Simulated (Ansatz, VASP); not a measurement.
# ScGe4 in VASP and in Ansatz

The input INCAR:

```
PREC     = Accurate       # precision mode
ENCUT    = 600            # plane-wave cutoff, eV
EDIFF    = 1E-7           # SCF threshold, eV
ISMEAR   = 0              # smearing method
SIGMA    = 0.1            # smearing width, eV
LREAL    = F              # projectors in reciprocal space
LASPH    = T              # aspherical terms in the spheres
NELM     = 100            # most SCF steps
ALGO     = Normal         # electronic algorithm
ISIF     = 3              # what is computed and relaxed
LWAVE    = F              # write WAVECAR
LCHARG   = F              # write CHGCAR
GGA      = PE             # functional
IBRION   = 2              # ionic algorithm
NSW      = 100            # ionic steps
EDIFFG   = -0.01          # ionic threshold
```

KPOINTS

```
Automatic mesh
0
Gamma
  8 8 8
```

Contents of POSCAR:

```
ScGe4
1.0
    5.0903339016      0.0000000000      0.0000000000
    0.0000000000      5.0903339016      0.0000000000
    0.0000000000      0.0000000000      5.0903339016
Sc Ge
1 4
Direct
    0.5000000000      0.5000000000      0.5000000000
    0.0000000000      0.5000000000      0.5000000000
    0.5000000000      0.0000000000      0.5000000000
    0.0000000000      0.0000000000      0.0000000000
    0.5000000000      0.5000000000      0.0000000000
```

Input for Ansatz:

```yaml
crystal:
  lattice:
    - [5.0903339016, 0.0, 0.0]
    - [0.0, 5.0903339016, 0.0]
    - [0.0, 0.0, 5.0903339016]
  atoms:
    - { symbol: Sc, position: [0.5, 0.5, 0.5] }
    - { symbol: Ge, position: [0.0, 0.5, 0.5] }
    - { symbol: Ge, position: [0.5, 0.0, 0.5] }
    - { symbol: Ge, position: [0.0, 0.0, 0.0] }
    - { symbol: Ge, position: [0.5, 0.5, 0.0] }
basis:
  ecutwfc: 420
kpoints:
  mp_grid: { grid: [8, 8, 8] }
hamiltonian:
  xc: pbe
scf:
  occupations: { method: gaussian, width: 0.1 }
output:
  forces: true
  stress: true
  eigenvalues: true
relax:
  adjacent_minimum: "off"
  f_tol: 0.01
  max_steps: 80
  cell: { stress_tol: 0.05 }
```

Alike in both runs: task relaxation of cell and atoms; functional PBE; k mesh 8 × 8 × 8; occupations gaussian, width 0.1 eV; no spin polarisation.

```csv
,VASP,Ansatz
version,VASP 6.6.1,Ansatz 0.2.0
potentials or method,"VASP PAW PBE potentials, release 64 (Sc_sv, Ge_d)","scalar-relativistic, plane waves, PAW"
plane-wave cutoff (eV),600,420
valence electrons in the cell,67,67
```

Ansatz gave:

| Item | Value |
| --- | --- |
| gap on the k mesh at the Fermi level, each at its own relaxed structure (eV) | none |
| relaxed volume (Å³/atom) | 26.50 |
| relaxed cell length with the largest relative difference (Å) | 5.098 |

Problem. What did VASP give for the same quantities?

Solution. gap on the k mesh at the Fermi level, each at its own relaxed structure (eV): none; relaxed volume (Å³/atom): 26.56; relaxed cell length with the largest relative difference (Å): 5.102.

A gap of «none» marks a metal or a gap that the smearing closes.
